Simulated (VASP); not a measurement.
Consider the following.

```xyz
4
Lattice="3.8659 0.0000 0.0000 -1.9330 3.3480 0.0000 0.0000 0.0000 7.5390" Properties=species:S:1:pos:R:3 pbc="T T T"
Ru     0.0000     2.2320     0.1063
Ru     1.9330     1.1160     3.8758
Te     0.0000     2.2320     2.7208
Te     1.9330     1.1160     6.4903
```

Calculation: r2SCAN meta-GGA, VASP's PBE PAW potentials (set 64) (plane waves; VASP). Numerical set-up: 400 eV cut-off, 10×10×5 Γ-centred mesh, tetrahedra with Blöchl corrections, potentials Ru_pv Te.

For a metal the tetrahedron method with Blöchl corrections gives inexact stress and forces.

Q: Which forces act on the atoms, in eV/Å?

A: 
```json
[
 {"atom": "Ru1", "Fx": "0.000", "Fy": "0.000", "Fz": "-0.091"},
 {"atom": "Ru2", "Fx": "0.000", "Fy": "0.000", "Fz": "-0.091"},
 {"atom": "Te3", "Fx": "0.000", "Fy": "0.000", "Fz": "0.091"},
 {"atom": "Te4", "Fx": "0.000", "Fy": "0.000", "Fz": "0.091"}
]
```

Q: Give the stress tensor in GPa (positive for a compressed cell).

A: 
```
 0.22   0.00   0.00
 0.00   0.22   0.00
 0.00   0.00  -0.34
```
The pressure is its mean diagonal, 0.04 GPa.

The structure was generated: RuTe was put into the wurtzite type (P6_3mc), which need not be its known phase. It was relaxed first, which changed the volume by -31 %.
